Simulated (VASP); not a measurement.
A run of VASP 6.6.1 is set up as follows.

Contents of POSCAR:

```
NaH12ClO6
1.0
    6.2692210000      0.0000000000      0.0000000000
    0.0000000000      6.2692210000      0.0000000000
    0.0000000000      0.0000000000      6.2692210000
O H Na Cl
6 12 1 1
Direct
    0.4397835074      1.1527269496      0.5655248076
    0.4625614570      0.2425341203      0.1059780793
    0.0904578097      0.5041774728      0.5662904530
    1.1295342755      0.9738530513      0.9806800558
    0.8529767893      0.1446431702      0.2941992315
    0.6963385084      0.7424048379      0.3416692441
    0.3753576401      1.0864507728      0.4404853490
    0.4793099494      1.0395709451      0.6570194287
    0.4503111312      0.3714337076      0.0201779456
    0.4156178256      0.1129964951      0.0327472903
    0.0646810824      0.5617284827      0.4314890159
    0.2366163196      0.4625136042      0.5769297334
    1.0208126337      0.9698174622      0.8725007461
    1.2425148196      0.8703314176      0.9669941449
    0.7155115444      0.1848714537      0.2305230586
    0.9592738875      0.1840898574      0.1772788039
    0.7814208496      0.8631694432      0.3732521154
    0.6898783756      0.7477484045      0.1923045941
    0.7265495984      0.4283307288      0.5273222941
    0.5180707460      0.6900219341      0.8551142159
```

The input INCAR.step1:

```
SYSTEM = NaH12ClO6
PREC = Accurate ; ENCUT = 520
ISMEAR = -1 ; SIGMA = 0.05
LREAL = Auto ; LASPH = .True.
NELM = 100 ; NBANDS = 47
GGA = PE ; ALGO = Normal
EDIFF = 1E-4 ; LWAVE = .True.
LCHARG = .False.
```

The input INCAR.step2:

```
SYSTEM = NaH12ClO6
PREC = Accurate ; ENCUT = 520
EDIFF = 1E-7 ; ISMEAR = -1
SIGMA = 0.05 ; LREAL = Auto
LASPH = .True. ; NELM = 100
ALGO = Normal ; ISIF = 2
LWAVE = .False. ; LCHARG = .False.
METAGGA = R2SCAN ; LMIXTAU = .True.
IVDW = 12 ; VDW_S6 = 1.0
VDW_S8 = 0.78981345 ; VDW_A1 = 0.49484001
VDW_A2 = 5.73083694 ; NBANDS = 47
ISTART = 1
```

Contents of KPOINTS:

```
regular mesh
0
Gamma
  1 1 1
  0 0 0
```

Potentials or basis: VASP PAW PBE potentials, release 64 (O, H, Na_pv, Cl).

Launch:

```sh
$ cat potpaw_PBE.64/O/POTCAR potpaw_PBE.64/H/POTCAR potpaw_PBE.64/Na_pv/POTCAR potpaw_PBE.64/Cl/POTCAR > POTCAR
$ cp INCAR.step1 INCAR
$ mpirun -np 1 vasp_gam > vasp.out
$ cp INCAR.step2 INCAR
$ mpirun -np 1 vasp_gam > vasp.out
```

(1) What does it give for the band gap on the k mesh?

(2) Predict the largest force.

(3) Estimate the pressure.

## Answers

(1) 4.72 eV, direct.

(2) 2.237 eV/Å.

(3) 0.1 GPa.

Caveat: the PAW data sets were made with another functional, which shifts forces and pressure a little.
